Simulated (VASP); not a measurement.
Here is the system:

```
TlSe
1.0
   -3.61257     3.61257     3.60424
    3.61257    -3.61257     3.60424
    3.61257     3.61257    -3.60424
Tl Se
4 4
Direct
  0.74356   0.24356   0.98711
  0.24356   0.25644   0.50000
  0.75644   0.74356   0.50000
  0.25644   0.75644   0.01289
  0.75000   0.75000   0.00000
  0.25000   0.25000   0.00000
  0.75000   0.25000   0.50000
  0.25000   0.75000   0.50000
```

These are LDA (Ceperley-Alder, Perdew-Zunger), VASP's LDA PAW potentials (set 64) (plane waves; VASP) values and carry that method's errors. Run with 400 eV cut-off, Gaussian smearing of 0.050 eV, potentials Tl_d Se.

Unless said otherwise, spin-orbit coupling is left out, though it shifts the bands of the heavy elements here.

Question: What does the run give for the band gap (along the path) with the smallest direct gap where there is one?

Answer: 
The band gap (along the path) is none (metal, semimetal or under 0.01 eV).

Total energies compare only between runs with the same potentials, cut-off and functional.

The compound is TlSe in the sg140 structure. It was relaxed first, which changed the volume by -17 %.
